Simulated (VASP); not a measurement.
Consider the following.

```
CELL_PARAMETERS angstrom
      3.79204     0.00000     0.00000
      0.00000     3.79204     0.00000
      0.00000     0.00000     4.63483
ATOMIC_POSITIONS crystal
  Sn 0.50000 0.00000 0.75231
  Sn 0.00000 0.50000 0.24769
  O  0.50000 0.50000 0.00000
  O  0.00000 0.00000 0.00000
```

Method: revTPSS meta-GGA, VASP's PBE PAW potentials (set 64) (plane waves; VASP). Run with 520 eV cut-off, 6×6×5 Γ-centred mesh, Gaussian smearing of 0.050 eV, potentials Sn_d O.

Without a dispersion term in the relaxation, distances and binding between the weakly bound layers, chains or molecules are unreliable, and so is what depends on them.

Task: The ions and cell shape at fixed volume are relaxed. Which structure does the run end with?

Result: 
```
CELL_PARAMETERS angstrom
      3.81111     0.00000     0.00000
      0.00000     3.81111     0.00000
      0.00000     0.00000     4.58857
ATOMIC_POSITIONS crystal
  Sn 0.50000 0.00000 0.74651
  Sn 0.00000 0.50000 0.25349
  O  0.50000 0.50000 0.00000
  O  0.00000 0.00000 0.00000
```
Space group P4/nmm (129), at a tolerance of 0.03 Å.

Task: How much energy does the relaxation gain?

Result: The energy (σ→0) changes by -3.4 meV/atom, in 5 ionic steps.

The compound is SnO in the litharge structure. This cell is one point of a volume scan, at 0.97 of the reference volume. Symmetry was kept, so distortions that lower it aren't found.
